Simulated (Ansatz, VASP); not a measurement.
# CdF2: VASP beside Ansatz, part 2 of 2

Aim: how closely do two programs agree when they are given the same cell, functional and k mesh?

VASP 6.6.1 and Ansatz 0.2.0.

So far: Starting point; VASP: band structure, r2SCAN0; Ansatz: band structure, r2SCAN0.

## (4) Comparison

Known differences besides the potentials themselves: exact exchange at q = 0 is treated differently, which shows on coarse meshes; VASP keeps PBE cores, Ansatz makes them for the functional; the data sets hold 34 valence electrons in Ansatz (default PAW (the set named soft_2) files) and 26 in VASP; the cutoff is 500 eV in Ansatz and 520 eV in VASP; VASP takes a coarser grid for exact exchange (PRECFOCK = Fast). Total energies have different zeros and are not compared.

Both answers:

```csv
quantity,Ansatz,VASP,difference
gap over the path points (eV),6.425,6.368,+0.058
```

Levels at points of the path, from each program's valence-band top (eV; 4 filled, then empty):

```csv
k (reciprocal lattice),Ansatz,VASP
0.000 0.000 0.000,-1.02 -0.59 -0.59 -0.59 6.42 16.37,-1.02 -0.58 -0.58 -0.58 6.37 16.35
0.500 0.000 0.500,-3.12 -0.55 -0.10 -0.10 11.87 13.29,-3.13 -0.54 -0.10 -0.10 11.83 13.24
0.500 0.200 0.700,-2.05 -1.16 -0.64 -0.01 11.94 14.53,-2.05 -1.16 -0.63 -0.01 11.90 14.52
0.500 0.250 0.750,-1.60 -1.60 -0.65 0.00 11.95 14.50,-1.61 -1.61 -0.64 0.00 11.91 14.49
0.400 0.350 0.750,-2.40 -1.02 -0.44 -0.17 11.82 14.26,-2.40 -1.02 -0.43 -0.17 11.78 14.25
0.150 0.150 0.300,-1.34 -0.96 -0.55 -0.47 8.24 14.48,-1.34 -0.96 -0.54 -0.47 8.19 14.46
0.200 0.200 0.200,-1.31 -0.92 -0.54 -0.54 7.72 14.77,-1.31 -0.91 -0.53 -0.53 7.67 14.75
0.550 0.400 0.550,-2.11 -1.61 -0.46 -0.40 11.12 12.69,-2.12 -1.62 -0.46 -0.40 11.07 12.68
0.600 0.250 0.650,-2.40 -1.02 -0.44 -0.17 11.82 14.26,-2.40 -1.02 -0.43 -0.17 11.78 14.25
0.500 0.250 0.750,-1.60 -1.60 -0.65 0.00 11.95 14.50,-1.61 -1.61 -0.64 0.00 11.91 14.49
```

Among the levels compared at these points, filled levels agree within 15 meV and empty ones within 58 meV.

## (5) Ansatz: band structure, HSE06, spin-orbit coupling

The same path points are solved in both programs, so levels can be compared one by one.

The input, input.yaml:

```yaml
crystal:
  lattice:
    - [0.0, 2.694, 2.694]
    - [2.694, 0.0, 2.694]
    - [2.694, 2.694, 0.0]
  atoms:
    - { symbol: Cd, position: [0.0, 0.0, 0.0] }
    - { symbol: F, position: [0.25, 0.25, 0.25] }
    - { symbol: F, position: [0.75, 0.75, 0.75] }
hamiltonian:
  xc: { exchange: pbe, correlation: pbe, exx: { coeff: 0.25, omega: 0.2 } }
  pseudopotentials: { kind: paw_fr }
magnetization:
  noncollinear: true
  spin_orbit: true
kpoints:
  mp_grid: { grid: [5, 5, 5] }
  band_path:
    path:
      - [0.0, 0.0, 0.0]
      - [0.5, 0.0, 0.5]
      - [0.5, 0.2, 0.7]
      - [0.5, 0.25, 0.75]
      - [0.4, 0.35, 0.75]
      - [0.15, 0.15, 0.3]
      - [0.2, 0.2, 0.2]
      - [0.55, 0.4, 0.55]
      - [0.6, 0.25, 0.65]
      - [0.5, 0.25, 0.75]
      - [0.5, 0.5, 0.5]
      - [0.375, 0.375, 0.75]
      - [0.5, 0.0, 0.5]
    npoints: 1
scf:
  occupations: { method: gaussian, width: 0.02 }
  n_extra_bands: 14
output:
  forces: true
  stress: true
  eigenvalues: true
```

Command:

```bash
> ansatz run input.yaml --threads 4 --pin off --max-ram 9216MiB --backend cpu --events-out ev --progress --plain --runs-dir out
```

Numbers of over 12 decimals in the logs are rounded to 6 here.

Output:

```text
[...]
non-collinear run that drives no moment, with spin-orbit: no starting moment large enough to seed its density (crystal.atoms[].spin), no starting occupations that ask for one, no magnetisation constraint and no magnetic field, so the semilocal B_xc is pinned to zero
Crystal: 3 atoms, lattice volume = 39.104 Å³
[...]
k-point 0: bands = [... 30 lower, 4.2713, 4.2713, 4.3769, 4.3769, 10.1115, 10.1115, 19.4877, 19.4877, ... 10 higher]
  k-point 1: bands = [... 30 lower, 4.3124, 4.3124, 4.4012, 4.4012, 11.3995, 11.3995, 18.3901, 18.3901, ... 10 higher]
  k-point 2: bands = [... 30 lower, 4.3690, 4.3690, 4.4794, 4.4794, 13.7882, 13.7882, 16.6382, 16.6382, ... 10 higher]
  k-point 9: bands = [... 30 lower, 4.2844, 4.2844, 4.7948, 4.7948, 15.0133, 15.0133, 17.4793, 17.4793, ... 10 higher]
[key lines of the parts left out:]
Magnetization: |M| = 0.0000 μB,  M = (+0.0000, +0.0000, +0.0000) μB
Free energy (F): -9874.699142 eV
Fermi energy:    7.453329 eV
P = ⅓ Tr σ = 1.7547 GPa (17.547 kbar)
```

Wall time 3 min (4 threads of Arm Neoverse N1, shared host); peak memory 1.1 GiB.

## (6) VASP: band structure, HSE06, spin-orbit coupling

The same cell, functional, mesh and smearing now go to VASP, with its own data sets and cutoff.

The run reads the wave functions of an earlier VASP run, which isn't shown here.

The input, INCAR:

```
SYSTEM = CdF2
PREC = Accurate
ENCUT = 520
EDIFF = 1E-06
NELM = 100
ISMEAR = 0
SIGMA = 0.02
LREAL = .FALSE.
ALGO = Normal
LHFCALC = .TRUE.
AEXX = 0.25
GGA = PE
HFSCREEN = 0.2
LASPH = .TRUE.
LNONCOLLINEAR = .TRUE.
MAGMOM = 0 0 0 0 0 0 0 0 0
NBANDS = 38
GGA_COMPAT = .FALSE.
LSORBIT = .TRUE.
PRECFOCK = Fast
LORBIT = 11
LWAVE = .FALSE.
LCHARG = .FALSE.
KPAR = 4
```

The input, POSCAR:

```
CdF2
1.0
    0.0000000000      2.6940000000      2.6940000000
    2.6940000000      0.0000000000      2.6940000000
    2.6940000000      2.6940000000      0.0000000000
Cd F
1 2
Direct
    0.0000000000      0.0000000000      0.0000000000
    0.2500000000      0.2500000000      0.2500000000
    0.7500000000      0.7500000000      0.7500000000
```

The input, KPOINTS:

```
Automatic mesh
0
Gamma
5 5 5
0 0 0
```

The input, KPOINTS_OPT:

```
Line mode
6
Line-mode
Reciprocal
  0.00000000   0.00000000   0.00000000 GAMMA
  0.50000000   0.00000000   0.50000000 X

  0.50000000   0.00000000   0.50000000 X
  0.50000000   0.25000000   0.75000000 W

  0.50000000   0.25000000   0.75000000 W
  0.37500000   0.37500000   0.75000000 K

  0.37500000   0.37500000   0.75000000 K
  0.00000000   0.00000000   0.00000000 GAMMA

  0.00000000   0.00000000   0.00000000 GAMMA
  0.50000000   0.50000000   0.50000000 L

  0.50000000   0.50000000   0.50000000 L
  0.62500000   0.25000000   0.62500000 U

  0.62500000   0.25000000   0.62500000 U
  0.50000000   0.25000000   0.75000000 W

  0.50000000   0.25000000   0.75000000 W
  0.50000000   0.50000000   0.50000000 L

  0.50000000   0.50000000   0.50000000 L
  0.37500000   0.37500000   0.75000000 K

  0.62500000   0.25000000   0.62500000 U
  0.50000000   0.00000000   0.50000000 X
```

PAW data sets: Cd and F (PBE family, release 64).

Command:

```bash
> mpirun -np 4 vasp_ncl
```

Output:

```text
[banner, memory and clock lines left out]
running    4 mpi-ranks, on    1 nodes
[...]
LDA part: xc-table for (Slater+PW92), standard interpolation
 found WAVECAR, reading the header
 POSCAR, INCAR and KPOINTS ok, starting setup
[...]
reading WAVECAR
 the WAVECAR file was read successfully
 initial charge from wavefunction
 entering main loop
       N       E                     dE             d eps       ncg     rms          rms(c)
DAV:   1    -0.144160371183E+02   -0.14416E+02   -0.38368E-01   760   0.660E+00    0.103E+00
DAV:   2    -0.144139715184E+02    0.20656E-02   -0.36497E-02   766   0.175E+00    0.772E-01
DAV:   3    -0.144112939730E+02    0.26775E-02   -0.93816E-03   814   0.979E-01    0.478E-01
DAV:   4    -0.144110101050E+02    0.28387E-03   -0.55501E-04   790   0.317E-01    0.288E-01
DAV:   5    -0.144108258001E+02    0.18430E-03   -0.16757E-04   796   0.173E-01    0.172E-01
DAV:   6    -0.144107785619E+02    0.47238E-04   -0.34272E-05   772   0.660E-02    0.102E-01
DAV:   7    -0.144107624756E+02    0.16086E-04   -0.65706E-06   772   0.377E-02    0.616E-02
DAV:   8    -0.144107582779E+02    0.41977E-05   -0.40405E-06   784   0.246E-02    0.385E-02
DAV:   9    -0.144107573491E+02    0.92886E-06   -0.90875E-07   546   0.122E-02
   1 F= -.14410757E+02 E0= -.14410757E+02  d E =-.231278E-14  mag=     0.0000    -0.0000     0.0000
 Start KPOINTS_OPT (optional k-point list driver)
k-point batch [1-10\60]
       N       E                     dE             ncg
DAV:   1     0.507659971922E+03   -0.57577E+04      760
DAV:   2    -0.213377274986E+04   -0.26414E+04      820
DAV:   3    -0.230848165660E+04   -0.17471E+03      838
DAV:   4    -0.231108198643E+04   -0.26003E+01      850
DAV:   5    -0.231109458493E+04   -0.12598E-01      844
DAV:   6    -0.231109463601E+04   -0.51081E-04      826
DAV:   7    -0.231109463623E+04   -0.22223E-06      554
[...]
k-point batch [51-60\60]
       N       E                     dE             ncg
DAV:   1     0.501717878524E+03   -0.87010E+04      768
DAV:   2    -0.215105825236E+04   -0.26528E+04      826
DAV:   3    -0.232463972315E+04   -0.17358E+03      838
DAV:   4    -0.232723200373E+04   -0.25923E+01      850
DAV:   5    -0.232724405207E+04   -0.12048E-01      844
DAV:   6    -0.232724410272E+04   -0.50652E-04      844
DAV:   7    -0.232724410294E+04   -0.21670E-06      552
```

Parts of OUTCAR (step 6):

```text
 POSITION                                       TOTAL-FORCE (eV/Angst)
 -----------------------------------------------------------------------------------
      0.00000      0.00000      0.00000         0.000000      0.000000      0.000000
      1.34700      1.34700      1.34700        -0.000000     -0.000000     -0.000000
      4.04100      4.04100      4.04100         0.000000      0.000000     -0.000000
 -----------------------------------------------------------------------------------
    total drift:                               -0.000064     -0.000015      0.000004

  FREE ENERGIE OF THE ION-ELECTRON SYSTEM (eV)
  ---------------------------------------------------
  free  energy   TOTEN  =       -14.4107573491 eV

  energy  without entropy=      -14.4107573491  energy(sigma->0) =      -14.41075735

 magnetization (x)
# of ion       s       p       d       tot
------------------------------------------
    1       -0.000   0.000   0.000   0.000
    2        0.000  -0.000   0.000  -0.000
    3        0.000  -0.000   0.000  -0.000
--------------------------------------------------
tot          0.000  -0.000   0.000  -0.000

 magnetization (y)
# of ion       s       p       d       tot
------------------------------------------
    1       -0.000   0.000   0.000  -0.000
    2        0.000  -0.000   0.000  -0.000
    3        0.000   0.000   0.000   0.000
--------------------------------------------------
tot          0.000  -0.000   0.000  -0.000

 magnetization (z)
# of ion       s       p       d       tot
------------------------------------------
    1        0.000  -0.000  -0.000  -0.000
    2        0.000  -0.000   0.000  -0.000
    3       -0.000  -0.000   0.000  -0.000
--------------------------------------------------
tot         -0.000  -0.000  -0.000  -0.000

[... 1 part as in an earlier step ...]

[... 2 further parts left out ...]
[key lines of the parts left out:]
E-fermi :  -2.8545
```

## (7) Comparison

What differs besides the data sets and the points named for the pairs above, as far as they apply: spin-orbit coupling enters by fully relativistic files in Ansatz and inside the spheres in VASP; the data sets hold 34 valence electrons in Ansatz (fully relativistic PAW (standard-fr) files) and 26 in VASP; the cutoff is 420 eV in Ansatz and 520 eV in VASP. Total energies have different zeros and are not compared.

The two programs side by side:

```csv
quantity,Ansatz,VASP,difference
gap over the path points (eV),5.227,5.183,+0.044
```

Levels at points of the path, from each program's valence-band top (eV; 8 filled, then empty):

```csv
k (reciprocal lattice),Ansatz,VASP
0.000 0.000 0.000,-0.99 -0.99 -0.61 -0.61 -0.61 -0.61 -0.51 -0.51 5.23 5.23 14.60 14.60,-0.98 -0.98 -0.61 -0.61 -0.61 -0.61 -0.51 -0.51 5.18 5.18 14.63 14.63
0.500 0.000 0.500,-3.11 -3.11 -0.55 -0.55 -0.14 -0.14 -0.05 -0.05 10.48 10.48 11.92 11.92,-3.12 -3.12 -0.53 -0.53 -0.14 -0.14 -0.05 -0.05 10.46 10.46 11.89 11.89
0.500 0.200 0.700,-2.04 -2.04 -1.16 -1.16 -0.64 -0.64 -0.01 -0.01 10.55 10.55 13.35 13.35,-2.04 -2.04 -1.16 -1.16 -0.62 -0.62 -0.01 -0.01 10.53 10.53 13.33 13.33
0.500 0.250 0.750,-1.61 -1.61 -1.60 -1.60 -0.64 -0.64 0.00 0.00 10.56 10.56 13.56 13.56,-1.61 -1.61 -1.60 -1.60 -0.63 -0.63 0.00 0.00 10.54 10.54 13.57 13.57
0.400 0.350 0.750,-2.38 -2.38 -1.02 -1.02 -0.43 -0.43 -0.16 -0.16 10.44 10.44 13.07 13.07,-2.39 -2.39 -1.01 -1.01 -0.43 -0.43 -0.16 -0.16 10.42 10.42 13.06 13.06
0.150 0.150 0.300,-1.33 -1.33 -0.96 -0.96 -0.54 -0.54 -0.46 -0.46 7.02 7.02 13.25 13.25,-1.33 -1.33 -0.96 -0.96 -0.54 -0.54 -0.45 -0.45 6.99 6.99 13.25 13.25
0.200 0.200 0.200,-1.28 -1.28 -0.91 -0.91 -0.57 -0.57 -0.48 -0.48 6.51 6.51 13.51 13.51,-1.27 -1.27 -0.91 -0.91 -0.57 -0.57 -0.48 -0.48 6.48 6.48 13.51 13.51
0.550 0.400 0.550,-2.10 -2.10 -1.61 -1.61 -0.48 -0.48 -0.37 -0.37 9.77 9.77 11.61 11.61,-2.10 -2.10 -1.61 -1.61 -0.47 -0.47 -0.37 -0.37 9.74 9.74 11.61 11.61
0.600 0.250 0.650,-2.38 -2.38 -1.02 -1.02 -0.43 -0.43 -0.16 -0.16 10.44 10.44 13.07 13.07,-2.39 -2.39 -1.01 -1.01 -0.43 -0.43 -0.16 -0.16 10.42 10.42 13.06 13.06
0.500 0.250 0.750,-1.61 -1.61 -1.60 -1.60 -0.64 -0.64 0.00 0.00 10.56 10.56 13.56 13.56,-1.61 -1.61 -1.60 -1.60 -0.63 -0.63 0.00 0.00 10.54 10.54 13.57 13.57
```

Among the levels compared at these points, filled levels agree within 15 meV and empty ones within 44 meV.

## (8) What came out

| Quantity | Value |
| --- | --- |
| difference in gap over the path points (band structure, r2SCAN0) | 0.058 eV |
| difference in gap over the path points (band structure, HSE06, spin-orbit coupling) | 0.044 eV |

What this shows: The difference in gap over the path points is 0.058 eV (band structure, r2SCAN0), within the 0.08 eV picked in this series as the mark of a large difference. Such differences can come from data sets, numerical settings and the points named under the comparisons, not from the functional's error against experiment.

[Lines on the potential files, build, host, timing and source positions are cut from VASP's logs without a mark.]

[Logs are printed without paths, hosts, clocks, repeated set-up lines and the standing remarks that a program may print on its own settings, such as how far it seeks lower states.]

[Hosts, paths, dates, database ids (printed as entryN), source tags and the programs' standing remarks are cut or masked in the printed files.]
